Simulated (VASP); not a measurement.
All values below come from revPBE GGA, VASP's PBE PAW potentials (set 64) (plane waves; VASP).

VASP ran on this input.

### INCAR
```
# general
SYSTEM  = PdIn
PREC    = Accurate
ENCUT   = 520
LREAL   = .FALSE.
LASPH   = .TRUE.

# electronic loop
EDIFF   = 1E-7
NELM    = 100   # most electronic steps
ALGO    = Normal   # blocked Davidson
LMAXMIX = 4   # l cut-off of mixed one-centre charges

# smearing
ISMEAR  = -5   # tetrahedra, Bloechl

# functional
GGA     = RE

# ions
ISIF    = 2   # forces and stress, cell fixed

# output
LWAVE   = .FALSE.
LCHARG  = .TRUE.
LORBIT  = 11   # lm-projected
NEDOS   = 601   # DOS grid
```

**KPOINTS**
```
Automatic mesh
0
Gamma
12 12 12
0 0 0
```

### POSCAR
```
PdIn
1.0
  3.3338348626   0.0000000000   0.0000000000
  0.0000000000   3.3338348626   0.0000000000
  0.0000000000   0.0000000000   3.3338348626
In Pd
1 1
direct
  0.5000000000   0.5000000000   0.5000000000
  0.0000000000   0.0000000000   0.0000000000
```

POTCAR, in this order: In_d Pd (PBE.64 set). Program: vasp_std.

For a metal the tetrahedron method with Blöchl corrections gives inexact stress and forces. Unless said otherwise, spin-orbit coupling is left out, though it shifts the bands of the heavy elements here.

### Question
Predict the energy per atom (σ→0), band gap (on the k-mesh).

### Answer

- energy per atom (σ→0) = -383.4 kJ/mol of atoms
- band gap (on the k-mesh) = none (metal, semimetal or under 0.01 eV)

File OSZICAR:
```
...
DAV:   7    -0.795179630478E+01    0.26920E-01   -0.62176E-02  3238   0.463E+00    0.101E+00
DAV:   8    -0.794829473476E+01    0.35016E-02   -0.16496E-02  2681   0.131E+00    0.340E-01
DAV:   9    -0.794782558450E+01    0.46915E-03   -0.17659E-03  3306   0.672E-01    0.519E-02
DAV:  10    -0.794783828602E+01   -0.12702E-04   -0.37606E-05  3241   0.836E-02    0.240E-02
DAV:  11    -0.794785000545E+01   -0.11719E-04   -0.75143E-06  3017   0.289E-02    0.318E-03
DAV:  12    -0.794784887984E+01    0.11256E-05   -0.40835E-07  3197   0.755E-03    0.340E-03
DAV:  13    -0.794784889400E+01   -0.14162E-07   -0.29965E-08  1610   0.222E-03
   1 F= -.79478489E+01 E0= -.79478489E+01  d E =0.000000E+00
```

The compound is PdIn in the CsCl type structure. It was relaxed first, which changed the volume by +8 %. The electron count is odd and the run is not spin-polarised, which forces a metal.
